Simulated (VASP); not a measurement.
Output of a VASP run:

**OSZICAR**
```
       N       E                     dE             d eps       ncg     rms          rms(c)
DAV:   1     0.478055219745E+02    0.47806E+02   -0.47894E+03  1304   0.954E+02
DAV:   2    -0.133343444008E+00   -0.47939E+02   -0.47194E+02  1587   0.154E+02
DAV:   3    -0.136453007795E+01   -0.12312E+01   -0.12055E+01  1706   0.269E+01
DAV:   4    -0.138016453199E+01   -0.15634E-01   -0.15625E-01  1740   0.259E+00
DAV:   5    -0.138043360996E+01   -0.26908E-03   -0.26906E-03  1771   0.222E-01    0.425E+00
DAV:   6    -0.133783163333E+01    0.42602E-01   -0.45011E-02  1506   0.169E+00    0.235E+00
DAV:   7    -0.132143502447E+01    0.16397E-01   -0.53082E-02  1869   0.177E+00    0.185E-01
DAV:   8    -0.132143341231E+01    0.16122E-05   -0.11438E-03  1476   0.302E-01    0.277E-02
DAV:   9    -0.132142272647E+01    0.10686E-04   -0.40991E-05  1578   0.519E-02    0.981E-03
DAV:  10    -0.132142074747E+01    0.19790E-05   -0.25865E-06  1674   0.172E-02    0.967E-04
DAV:  11    -0.132142074594E+01    0.15353E-08   -0.57199E-08   751   0.259E-03
   1 F= 0.33100505E+01 E0= 0.33100719E+01  d E =0.331005E+01
       N       E                     dE             d eps       ncg     rms          rms(c)
DAV:   1    -0.832498998085E+01   -0.70036E+01   -0.25009E+02  1309   0.136E+02    0.188E+01
DAV:   2    -0.156349580604E+01    0.67615E+01   -0.89705E+00  1390   0.239E+01    0.662E+00
DAV:   3     0.349442377193E-01    0.15984E+01   -0.76942E+00  1821   0.199E+01    0.319E+00
DAV:   4    -0.392890507950E-01   -0.74233E-01   -0.78033E-02  1459   0.268E+00    0.102E+00
DAV:   5    -0.733575396227E-01   -0.34068E-01   -0.79294E-02  1892   0.209E+00    0.329E-01
DAV:   6    -0.734368462129E-01   -0.79307E-04   -0.79008E-03  1528   0.120E+00    0.165E-01
DAV:   7    -0.746031381163E-01   -0.11663E-02   -0.11227E-03  1673   0.292E-01    0.191E-02
DAV:   8    -0.746216828974E-01   -0.18545E-04   -0.80044E-05  1456   0.965E-02    0.239E-02
DAV:   9    -0.746277154122E-01   -0.60325E-05   -0.11507E-05  1437   0.437E-02    0.119E-03
DAV:  10    -0.746276459942E-01    0.69418E-07   -0.21671E-07   718   0.594E-03
   2 F= 0.31754537E+01 E0= 0.31754219E+01  d E =-.134597E+00
       N       E                     dE             d eps       ncg     rms          rms(c)
DAV:   1    -0.183533772997E+01   -0.17607E+01   -0.32775E+01  1296   0.463E+01    0.650E+00
DAV:   2    -0.951881264871E+00    0.88346E+00   -0.20105E+00  1377   0.129E+01    0.277E+00
DAV:   3    -0.673697298422E+00    0.27818E+00   -0.14610E+00  1662   0.875E+00    0.107E+00
DAV:   4    -0.678395264110E+00   -0.46980E-02   -0.18336E-02  1329   0.135E+00    0.612E-01
DAV:   5    -0.688021668480E+00   -0.96264E-02   -0.57668E-03  1867   0.472E-01    0.153E-01
DAV:   6    -0.688433095846E+00   -0.41143E-03   -0.27576E-04  1906   0.142E-01    0.544E-02
DAV:   7    -0.688434956899E+00   -0.18611E-05   -0.83898E-05  1371   0.113E-01    0.387E-03
DAV:   8    -0.688435469148E+00   -0.51225E-06   -0.18319E-06  1305   0.139E-02
   3 F= 0.30600475E+01 E0= 0.30599102E+01  d E =-.250003E+00
```

OUTCAR:
```
------------------------ aborting loop because EDIFF is reached ----------------------------------------
  FORCE on cell =-STRESS in cart. coord.  units (eV):
  Direction    XX          YY          ZZ          XY          YZ          ZX
  --------------------------------------------------------------------------------------
  Total        3.7449024      3.7449024      3.7449024      0.0000000     -0.0000000      0.0000000
  in kB      199.8089581    199.8089581    199.8089581      0.0000000     -0.0000000      0.0000000
  external PRESSURE =      -0.1910419 kB  Pullay stress =     200.0000000 kB
  volume of cell :       30.03
      direct lattice vectors                 reciprocal lattice vectors
    -1.958057220  1.958057220  1.958057220     0.000000000  0.255355152  0.255355152
     1.958057220 -1.958057220  1.958057220     0.255355152  0.000000000  0.255355152
     1.958057220  1.958057220 -1.958057220     0.255355152  0.255355152  0.000000000
 POSITION                                       TOTAL-FORCE (eV/Angst)
 -----------------------------------------------------------------------------------
      0.00000      0.00000      0.00000        -0.000000      0.000000      0.000000
 -----------------------------------------------------------------------------------
    total drift:                               -0.000000      0.000000      0.000000
  FREE ENERGIE OF THE ION-ELECTRON SYSTEM (eV)
  ---------------------------------------------------
  free  energy   TOTEN  =        -0.6884354691 eV

  energy  without entropy=       -0.6888472852  energy(sigma->0) =       -0.68857274
  enthalpy is  TOTEN    =         3.0600474964 eV   P V=        3.7484829655

 reached required accuracy - stopping structural energy minimisation
```
(Selected blocks of OUTCAR.)

File POSCAR:
```
Ba
1
   -2.1010990257     2.1010990257     2.1010990257
    2.1010990257    -2.1010990257     2.1010990257
    2.1010990257     2.1010990257    -2.1010990257
Ba
1
Direct
  0.0000000000   0.0000000000   0.0000000000
```

Q: Reconstruct the remaining input files.

A: This is not unique; one that fits is the input of the run itself, PBE GGA, plane waves, VASP's PBE PAW potentials (set 64).

### KPOINTS
```
Regular mesh
0
G
12 12 12
```

INCAR:
```
SYSTEM=Ba
PREC=Accurate; ENCUT=500; LREAL=.FALSE.
LASPH=.TRUE.
EDIFF=1E-6; NELM=100; ALGO=Normal
LMAXMIX=4
ISMEAR=1; SIGMA=0.1
GGA=PE
IBRION=2; NSW=40; ISIF=3
EDIFFG=-0.02; PSTRESS=200
LWAVE=.FALSE.; LCHARG=.FALSE.
```

POTCAR, in this order: Ba_sv (PBE.64 set). Program: vasp_std.

Energy and stress use the plane-wave basis of the starting cell.

The compound is Ba in the bcc structure. This run relaxes it under an external pressure of 20 GPa. Symmetry was kept, so distortions that lower it aren't found.
